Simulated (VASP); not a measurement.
VASP input:

File POSCAR:
```
HfTe
1
    3.5923335669     0.0000000000     0.0000000000
   -1.7961667835     3.1110521322     0.0000000000
   -0.0000000000     0.0000000000     9.4431139791
Hf Te
2 2
Direct
  0.3333330000   0.6666670000   0.0390614211
  0.6666670000   0.3333330000   0.5390614211
  0.3333330000   0.6666670000   0.3359385789
  0.6666670000   0.3333330000   0.8359385789
```

**INCAR**
```
IBRION  =  2   # conjugate gradients
ALGO  =  Normal
SIGMA  =  0.05
EDIFFG  =  -0.02   # ionic stop
LMAXMIX  =  6
LASPH  =  .True.   # aspherical one-centre terms
PREC  =  Accurate
NSW  =  60
ENCUT  =  400   # plane-wave cut-off (eV)
EDIFF  =  1E-6
ISIF  =  3
LCHARG  =  .False.
ISMEAR  =  0   # Gaussian
LWAVE  =  .False.
SYSTEM  =  HfTe
GGA  =  PS   # PBEsol
LREAL  =  .False.
NELM  =  100
```

File KPOINTS:
```
Automatic mesh
0
Gamma
7 7 2
0 0 0
```

POTCAR, in this order: Hf_pv Te (PBE.64 set). Program: vasp_std.

**Question.** Write an equivalent input for Quantum ESPRESSO's pw.x.

**Answer.** One equivalent input (not run):
```
&CONTROL
  calculation = 'vc-relax'
  pseudo_dir = './pseudo'
  outdir = './out'
  tprnfor = .true.
  tstress = .true.
  nstep = 60
  forc_conv_thr = 0.00078
/
&SYSTEM
  ibrav = 0
  nat = 4
  ntyp = 2
  ecutwfc = 82.3
  occupations = 'smearing'
  smearing = 'gaussian'
  degauss = 0.003675
  input_dft = 'pbesol'
/
&ELECTRONS
  conv_thr = 7.3e-08
  electron_maxstep = 100
/
&IONS
/
&CELL
/
ATOMIC_SPECIES
  Hf 178.490 Hf.upf
  Te 127.600 Te.upf
CELL_PARAMETERS angstrom
     3.5923336    0.0000000    0.0000000
    -1.7961668    3.1110521    0.0000000
    -0.0000000    0.0000000    9.4431140
ATOMIC_POSITIONS crystal
  Hf   0.3333330  0.6666670  0.0390614
  Hf   0.6666670  0.3333330  0.5390614
  Te   0.3333330  0.6666670  0.3359386
  Te   0.6666670  0.3333330  0.8359386
K_POINTS automatic
  7 7 2 0 0 0
```
Limits of the translation: the potentials are each code's own (VASP's PAW set, PseudoDojo norm-conserving files in pw.x), so ENCUT and ecutwfc are chosen apart and not converted; conv_thr bounds pw.x's estimated SCF error, while EDIFF bounds the energy change between steps; forc_conv_thr acts on force components and is met together with etot_conv_thr.

The structure was generated: HfTe was put into the wurtzite type (P6_3mc), which need not be its known phase. This run relaxes it. Symmetry was kept, so distortions that lower it aren't found. The k-mesh is coarse (spacing up to 0.33 per Å, 2π included), so the numbers may not be converged in it. The start is the result of an earlier pass.
